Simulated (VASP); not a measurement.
Here is the system:

```xyz
2
Lattice="3.4030 0.0000 0.0000 0.0000 3.4030 0.0000 0.0000 0.0000 3.4030" Properties=species:S:1:pos:R:3 pbc="T T T"
Tb     1.7015     1.7015     1.7015
Rh     0.0000     0.0000     0.0000
```

All values below come from r2SCAN+rVV10, VASP's PBE PAW potentials (set 64) (plane waves; VASP). Numerical set-up: 400 eV cut-off, 12×12×12 Γ-centred mesh, tetrahedra with Blöchl corrections, potentials Tb_3 Rh_pv.

The 4f electrons are frozen in the core of the lanthanide potential, so 4f levels, which can set the real gap, and their magnetism are missing.

Task: What does the run give for the energy per atom (σ→0), band gap (over mesh and band path) with the smallest direct gap where there is one?

Result: 
The band gap (over mesh and band path) is none (metal, semimetal or under 0.01 eV) and the energy per atom (σ→0) is -2731.6 kJ/mol of atoms.

Total energies compare only between runs with the same potentials, cut-off and functional.

The structure comes from a measured TbRh entry (Pm-3m) of the Crystallography Open Database, whose conditions weren't checked. It was relaxed first.
